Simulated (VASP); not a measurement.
Input:

```
MoY3
1.0
    0.00000     4.13041     4.13041
    4.13041     0.00000     4.13041
    4.13041     4.13041     0.00000
Mo Y
1 3
Direct
  0.00000   0.00000   0.00000
  0.50000   0.50000   0.50000
  0.25000   0.25000   0.25000
  0.75000   0.75000   0.75000
```

Calculation: PBE GGA, VASP's PBE PAW potentials (set 64) (plane waves; VASP). Numerical set-up: 300 eV cut-off, 5×5×5 Γ-centred mesh, Fermi-Dirac smearing of 0.10 eV, potentials Mo_sv Y_sv.

At this cut-off the stress carries a Pulay error, which pulls relaxed volumes low.

Task: Estimate the energy per atom (σ→0), pressure, band gap (on the k-mesh) with the smallest direct gap where there is one.

Result: 
- band gap (on the k-mesh) = none (metal, semimetal or under 0.01 eV)
- energy per atom (σ→0) = -6719 meV/atom
- pressure = -11.10 GPa

The structure was generated: Y3Mo was put into an ordered model structure, which need not be its known phase. The cell was not relaxed at this level. The electron count is odd and the run is not spin-polarised, which forces a metal.
